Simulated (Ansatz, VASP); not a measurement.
## Ca (dimer Ca chain): VASP beside Ansatz

Wanted: the spread between two codes on one cell, functional and k mesh. The structure shown is the start of the Ansatz relaxation below; VASP solves that cell, so the two are compared at the walk's first step. Other levels of theory on this material are compared in a session of their own.

Calculated with Ansatz 0.2.0; plane waves, with VASP 6.6.1 beside it; single point at RPBE.

In doubt: too few empty bands were carried, so the values of those runs are not to be relied on; warnings of the run leave room for a lower electronic state, so energies may not be the lowest and differences between runs may mislead.

## (1) Set-up

The cell holds 2 atoms: 2 Ca. Cell: a = 12.000 Å, b = 12.000 Å, c = 6.688 Å, α = 90.0°, β = 90.0°, γ = 90.0°. Vacuum lies along a and b. The structure's axis is c.

## (2) Ansatz: relaxation, RPBE

Ansatz runs on its default PAW (the set named soft_2) files.

The two programs are compared at the cell with which this relaxation starts, whose forces are those of its first step.

input.yaml reads:

```yaml
crystal:
  lattice:
    - [12.0, 0.0, 0.0]
    - [0.0, 12.0, 0.0]
    - [0.0, 0.0, 6.688]
  atoms:
    - { symbol: Ca, position: [0.5, 0.5, 0.0], spin: 0.5 }
    - { symbol: Ca, position: [0.5, 0.5, 0.45], spin: 0.5 }
magnetization:
  spin_polarized: true
kpoints:
  mp_grid: { grid: [1, 1, 12] }
scf:
  occupations: { method: fermi_dirac, width: 0.05 }
hamiltonian:
  xc: rpbe
relax:
  cell: { fix: [a, b, alpha, beta, gamma] }
  max_steps: 60
```

Launch:

```console
> ansatz run input.yaml --threads 4 --pin off --max-ram 16384MiB --backend cpu --events-out ev --progress --plain --runs-dir out
```

Numbers of over 12 decimals in the logs are rounded to 6 here.

Output:

```text
Engine: ansatz 0.2.0, x86_64-unknown-linux-gnu
Pseudopotentials: kind: paw
Pseudopotential: Ca, paw, valence charge 10, recommended cutoff 420 eV (normal), Ca.paw.azcp
Functional definition: RPBE
  parameter kappa = 0.804
  parameter beta = 0.066725
  exchange = rpbe_x(kappa = kappa, mu = beta*pi^2/3)
  correlation = pbe_c(beta = beta)
Crystal: 2 atoms, lattice volume = 963.072 Å³
Basis set: ecut = 420 eV, 18767 PW (Γ), exchange–correlation on 162×162×90 points (8 copies of the dense FFT grid, shifted against one another)
Bands: 15, of which v1, the nominal top of the filled ones, is band 10 counted from 1 (9 counted from 0)
Symmetry: 16 space group operations
Space group: P4/mmm (ITA 123), of the structure as read, at distance tolerance 9.9e-5 Å
Magnetic group: BNS 123.339 (UNI 999), of the structure as read, at distance tolerance 9.9e-5 Å
k-points: 7 of 12
Non-local potential: Ca, projectors of the file, l = 0: 3, l = 1: 2, l = 2: 2
PAW form: soft (Blöchl's): semilocal exchange-correlation on the pseudo side does not see the compensation charge
PAW frozen core: Ca, regenerated for the run's functional, and the local potential with it (the file was generated under x = pbe(κ = 0.804, μ = 0.219515), c = pbe(β = 0.066725))
PAW one-centre angular grid: Ca, 110 points (default); XC on 64 Gauss nodes
Initial density: superposition of atomic densities (neutral atoms: chi_scale 0, normalization atom)
Starting moments: Σ|m| = 1 μB on 2 of 2 sites
Initial wavefunctions: pseudopotential atomic-orbital guess
Functional: x = rpbe, c = pbe(β = 0.066725)
SCF iter   1: F=—  HF=-3639.232785 eV  |F-HF|=—  |Δ(HF+E_count)|=         —  Δρ=5.85e-3 (↑4.92e-3 ↓5.85e-3)  dr2=1.98e0  dr2_m=1.14e-1  M=1.094 μB ∫|m|=1.094 μB  β_m=0.30  ethr=3.10e-3  ⟨swp⟩=13.2  Hψ=1864  notcnv=0
preconditioner: auto → LDOS  [metal: Δε(μ)=0.051 eV  Ē_g=1.658 eV  σ=0.050 eV  W_gap=0.24  n_scr=46 (ndim 8)  ℏωp=2.4 eV  f_vac=0.717  D(μ)=8.70/eV (n_scr^D=38)]
spin=Collinear: LDOS preconditioning applied to the charge; magnetization (m = ρ↑ − ρ↓) channel mixes plain (no charge-response kernel on spin).
SCF iter   2: F=—  HF=-3639.121001 eV  |F-HF|=—  |Δ(HF+E_count)|=   1.12e-1  Δρ=4.33e-3 (↑3.88e-3 ↓4.33e-3)  dr2=1.24e0  dr2_m=6.41e-2  M=1.146 μB ∫|m|=1.147 μB  β_m=0.30  ethr=3.10e-3  ⟨swp⟩=2.1  Hψ=357  notcnv=0
SCF iter   3: F=—  HF=-3638.865901 eV  |F-HF|=—  |Δ(HF+E_count)|=   2.55e-1  Δρ=2.76e-3 (↑2.76e-3 ↓2.55e-3)  dr2=6.77e-2  dr2_m=5.15e-2  M=0.997 μB ∫|m|=1.000 μB  β_m=0.30  ethr=3.10e-3  ⟨swp⟩=3.6  Hψ=381  notcnv=0  defer=1
SCF iter   4: F=—  HF=-3638.934875 eV  |F-HF|=—  |Δ(HF+E_count)|=   6.90e-2  Δρ=1.85e-3 (↑1.85e-3 ↓1.80e-3)  dr2=3.27e-2  dr2_m=2.66e-2  M=1.056 μB ∫|m|=1.059 μB  β_m=0.30  ethr=3.39e-4  ⟨swp⟩=3.1  Hψ=359  notcnv=0
SCF iter   5: F=—  HF=-3638.963461 eV  |F-HF|=—  |Δ(HF+E_count)|=   2.86e-2  Δρ=1.34e-3 (↑1.30e-3 ↓1.34e-3)  dr2=9.90e-3  dr2_m=1.45e-2  M=1.080 μB ∫|m|=1.083 μB  β_m=0.30  ethr=1.64e-4  ⟨swp⟩=3.0  Hψ=344  notcnv=0
SCF iter   6: F=—  HF=-3638.975457 eV  |F-HF|=—  |Δ(HF+E_count)|=   1.20e-2  Δρ=9.78e-4 (↑9.27e-4 ↓9.78e-4)  dr2=1.13e-3  dr2_m=7.80e-3  M=1.096 μB ∫|m|=1.099 μB  β_m=0.30  ethr=4.95e-5  ⟨swp⟩=2.6  Hψ=374  notcnv=0
SCF iter   7: F=—  HF=-3638.984039 eV  |F-HF|=—  |Δ(HF+E_count)|=   8.58e-3  Δρ=6.94e-4 (↑6.93e-4 ↓6.94e-4)  dr2=2.91e-4  dr2_m=4.17e-3  M=1.118 μB ∫|m|=1.121 μB  β_m=1.00  ethr=5.63e-6  ⟨swp⟩=2.9  Hψ=398  notcnv=0
SCF iter   8: F=—  HF=-3638.996824 eV  |F-HF|=—  |Δ(HF+E_count)|=   1.28e-2  Δρ=1.79e-4 (↑1.79e-4 ↓1.16e-4)  dr2=4.18e-4  dr2_m=1.53e-4  M=1.159 μB ∫|m|=1.167 μB  β_m=0.30  ethr=1.45e-6  ⟨swp⟩=3.4  Hψ=474  notcnv=0
SCF iter   9: F=—  HF=-3638.997491 eV  |F-HF|=—  |Δ(HF+E_count)|=   6.67e-4  Δρ=1.61e-4 (↑1.61e-4 ↓9.58e-5)  dr2=4.51e-4  dr2_m=1.04e-4  M=1.161 μB ∫|m|=1.170 μB  β_m=0.30  ethr=1.45e-6  ⟨swp⟩=2.0  Hψ=253  notcnv=0
Mixer restart at iter 9: flushing history
spin-set hold released at iteration 9 (site moments contracting): the magnetisation degrees of freedom join the quasi-Newton model from the next iteration; the mixer history was flushed
[...]
SCF iter  12: F=-3639.563433 eV  HF=-3639.563433 eV  |F-HF|=2.73e-12  |Δ(HF+E_count)|=   4.36e-9  Δρ=9.17e-9 (↑9.17e-9 ↓6.85e-9)  dr2=3.68e-13  dr2_m=6.54e-13  M=-0.000 μB ∫|m|=0.000 μB  ethr=1.00e-12  ⟨swp⟩=9.9  Hψ=1335  notcnv=0
the highest band holds 3.463e-3 of 1 at k-index 0 (spin ↑), k = (0.0000, 0.0000, 0.0000), over the threshold 1e-3 (by scf.eigensolver.empty_state_threshold) — raise scf.n_extra_bands (try 19 bands in all)
the starting moments were not kept: the SCF closed with an absolute magnetisation of 9.5e-5 μB, where they sum to 1 μB in size (2 sites). That is at most 0.1 of that sum.
SCF 8 converged in 12 iterations: F = -3639.563433 eV  dr2 = 3.68e-13
relax step   8: F+E_penalty+E_count = -3639.56343345 eV  Δ(F+E_penalty+E_count) = -9.189e-5 eV  max|allowed force component| = 1.493e-4 eV/Å  Δτ_max = 0.0046 Å  P = -0.003 GPa  Ω = 1146.716 Å³  energy of the carried Pulay correction = -8.658e-4 eV  fix = [a, b, alpha, beta, gamma]  reactions: a -0.005, b -0.005 GPa  (12 SCF iters, accepted)
[...]
preconditioner: auto → Resta (q_TF=auto, 1.389 Å⁻¹)  ε∞=2.5  [insulator: Δε(μ)=0.289 eV  Ē_g=1.807 eV  σ=0.050 eV  W_gap=0.77  n_scr=46 (ndim 8)  ℏωp=2.2 eV  f_vac=0.729  D(μ)=3.15/eV (n_scr^D=4)  ε∞_Penn≈2.5  vacuum switching on, ρ_ref=2.4e-4 e/Å³]
spin=Collinear: Resta preconditioning applied to the charge; magnetization (m = ρ↑ − ρ↓) channel mixes plain (no charge-response kernel on spin).
SCF iter   2: F=—  HF=-3639.566816 eV  |F-HF|=—  |Δ(HF+E_count)|=   8.13e-6  Δρ=2.01e-5 (↑2.01e-5 ↓2.01e-5)  dr2=3.70e-6  dr2_m=9.13e-13  M=-0.000 μB ∫|m|=0.000 μB  β_m=0.62  ethr=3.97e-8  ⟨swp⟩=1.6  Hψ=273  notcnv=0
SCF iter   3: F=—  HF=-3639.566822 eV  |F-HF|=—  |Δ(HF+E_count)|=   5.55e-6  Δρ=1.42e-6 (↑1.41e-6 ↓1.42e-6)  dr2=3.32e-8  dr2_m=1.06e-12  M=-0.000 μB ∫|m|=0.000 μB  β_m=0.64  ethr=1.85e-8  ⟨swp⟩=3.0  Hψ=442  notcnv=0
SCF iter   4: F=—  HF=-3639.566970 eV  |F-HF|=—  |Δ(HF+E_count)|=   1.49e-4  Δρ=4.12e-7 (↑4.12e-7 ↓4.05e-7)  dr2=9.62e-9  dr2_m=8.70e-13  M=-0.000 μB ∫|m|=0.000 μB  β_m=0.82  ethr=1.66e-10  ⟨swp⟩=5.1  Hψ=473  notcnv=0
SCF iter   5: F=—  HF=-3639.566971 eV  |F-HF|=—  |Δ(HF+E_count)|=   1.87e-8  Δρ=1.75e-7 (↑1.75e-7 ↓1.62e-7)  dr2=2.49e-9  dr2_m=9.27e-13  M=-0.000 μB ∫|m|=0.000 μB  β_m=0.91  ethr=4.81e-11  ⟨swp⟩=2.2  Hψ=310  notcnv=0
SCF iter   6: F=—  HF=-3639.566971 eV  |F-HF|=—  |Δ(HF+E_count)|=   4.66e-9  Δρ=4.69e-8 (↑4.27e-8 ↓4.69e-8)  dr2=1.62e-10  dr2_m=1.22e-12  M=-0.000 μB ∫|m|=0.000 μB  β_m=0.76  ethr=1.24e-11  ⟨swp⟩=4.2  Hψ=493  notcnv=0
SCF iter   7: F=—  HF=-3639.566969 eV  |F-HF|=—  |Δ(HF+E_count)|=   1.57e-6  Δρ=2.28e-8 (↑1.34e-8 ↓2.28e-8)  dr2=2.52e-11  dr2_m=1.22e-12  M=-0.000 μB ∫|m|=0.000 μB  β_m=0.86  ethr=1.00e-12  ⟨swp⟩=10.3  Hψ=1453  notcnv=0
SCF iter   8: F=-3639.566969 eV  HF=-3639.566969 eV  |F-HF|=5.09e-11  |Δ(HF+E_count)|=  7.64e-11  Δρ=1.27e-8 (↑1.27e-8 ↓1.16e-8)  dr2=3.33e-12  dr2_m=1.35e-12  M=-0.000 μB ∫|m|=0.000 μB  ethr=1.00e-12  ⟨swp⟩=7.5  Hψ=943  notcnv=0
the bands leave out some 1.064e-3 electrons a cell, over the threshold 1e-3 (by scf.eigensolver.empty_state_threshold): the first level above them, at -1.2207 eV, would hold 3.390e-3 of 1 at k-index 0 (spin ↑), k = (0.0000, 0.0000, 0.0000) — raise scf.n_extra_bands (try 19 bands in all)
the starting moments were not kept: the SCF closed with an absolute magnetisation of 1.3e-4 μB, where they sum to 1 μB in size (2 sites). That is at most 0.1 of that sum.
SCF 9 converged in 8 iterations: F = -3639.566969 eV  dr2 = 3.33e-12
relax step   9: F+E_penalty+E_count = -3639.56696895 eV  Δ(F+E_penalty+E_count) = -3.535e-3 eV  max|allowed force component| = 1.531e-4 eV/Å  Δτ_max = 0.0000 Å  P = +0.002 GPa  Ω = 1146.716 Å³  fix = [a, b, alpha, beta, gamma]  reactions: a -0.004, b -0.004 GPa  stress off target by 1.48e-2 GPa on what of the cell is left free  SCF on the basis re-selected at this cell (its energy is not comparable with the rows above)  (8 SCF iters)
basis re-selected at this cell: Δ(F+E_penalty+E_count) = -3.535e-3 eV, ΔP = +0.005 GPa vs the last step (what re-selecting the basis moved, of the pressure what is left beyond the Pulay correction that the steps carried, after the strain that the cell walked since its last selection, with what the two solves' SCF thresholds leave and, on support functions, any second-order correction that the steps lacked; it is no measure of the basis error at this ecutwfc). The dense FFT grid was sized anew with the basis: this SCF ran on 81×81×54 points, the steps before it on 81×81×45, so part of this shift can come from that change (see relax.cell in the input reference). [rest of the remark cut]
SCF converged after 8 iterations
Magnetization: -0.0000 μB (10.0000 up, 10.0000 down)
Absolute magnetization: 0.0001 μB (∫|ρ↑−ρ↓|, with the PAW one-centre terms)
Spin contamination: 0.0000 ħ² per cell (⟨S²⟩ above its minimum at these occupations)
Per-site moments (μB) at R_I (Å): [(-6.27583256474423e-6, 1.642389), (-6.275832564772144e-6, 1.642389)]
Free energy (F): -3639.566969 eV
Harris-Foulkes:  -3639.566969 eV  (|F-HF|=5.09e-11)
Internal energy: -3639.532300 eV  (E = F + TS)
E sigma→0 (E₀):  -3639.549635 eV
Entropy (-TS):   -0.034669 eV (-17.334 meV/atom)
Fermi energy:    -1.504898 eV
--- Per-component energies (eV) ---
  E_band       = -516.281824
  E_kinetic    = 544.107842
  E_local      = -3440.100985  (includes V_loc(G=0)·N_el)
  E_nonlocal   = 125.030582
  E_hartree    = 1357.799162
  E_xc         = -268.936925
  E_vxc        = -333.391130  (∫ρ·V_xc dr)
  E_paw        = -1723.519216  (= ΣΔE_a)
  E_vpaw       = -127.526371  (= ΣTr[D̂ρ^β])
  E_aug_tail   = -0.000012  (compensation charges beyond the density's cutoff)
  E_ewald      = -233.810265
  E_core_change = -0.102483  (= ΣΔE_core)
  E_smearing   = -0.034669  (= −TS)
  E_closure    = -0.000000  (closes the sum)
  Σ components = -3639.566969   (vs F -3639.566969, Δ=0.00e0)
--- Forces (eV/Å), atoms counted from 1 ---
  atom   1  Ca    -0.00000000     0.00000000    -0.00015306
  atom   2  Ca    -0.00000000     0.00000000     0.00015306
  max |Σ_I F_I| component: 1.10e-23 eV/Å
--- Stress (GPa, compression-positive) ---
       -0.004195      -0.000000       0.000000
       -0.000000      -0.004195       0.000000
        0.000000       0.000000       0.014765
  P = ⅓ Tr σ = 0.0021 GPa (0.021 kbar)
--- Band table (eV; the first three rows and the last of 14) ---
  k-point 0 ↑: bands = [... 6 lower, -26.6444, -26.5928, -3.8695, -1.4425, -1.4271, -1.3514, -1.3514, -1.2272, ... 1 higher]
  k-point 1 ↑: bands = [... 6 lower, -26.6435, -26.5937, -3.8490, -1.7316, -1.3465, -1.3465, -1.2186, -1.2186, ... 1 higher]
  k-point 2 ↑: bands = [... 6 lower, -26.6410, -26.5963, -3.7876, -2.0421, -1.3324, -1.3324, -1.2135, -1.2135, ... 1 higher]
  k-point 6 ↓: bands = [... 6 lower, -26.6187, -26.6187, -3.1568, -3.1566, -1.2329, -1.2329, -1.2328, -1.2328, ... 1 higher]
--- Relaxed structure (8 steps of the walk, 8 accepted, 1 SCFs on fresh bases) ---
  F+E_penalty+E_count = -3639.56696895 eV   max|allowed force component| = 1.531e-4 eV/Å   (the final SCF, on the basis selected at the relaxed cell)
  cell:  # Å, volume = 1146.7163 Å³
    - [12.0, 0.0, 0.0]
    - [0.0, 12.0, 0.0]
    - [0.0, 0.0, 7.963307]
  atoms:
    - { symbol: Ca, position: [0.5, 0.5, -0.024993] }
    - { symbol: Ca, position: [0.5, 0.5, 0.474993] }
```

The column dr2 measures how far the density is from self-consistency, as an energy; F and HF (Harris–Foulkes) agree once it is small.

(Continued in part 2 of 2.)

[Lines on the potential files, build, host, timing and source positions are cut from VASP's logs without a mark.]

[Logs are printed without paths, hosts, clocks, repeated set-up lines and the standing remarks that a program may print on its own settings, such as how far it seeks lower states.]

[Hosts, paths, dates, database ids (printed as entryN), source tags and the programs' standing remarks are cut or masked in the printed files.]
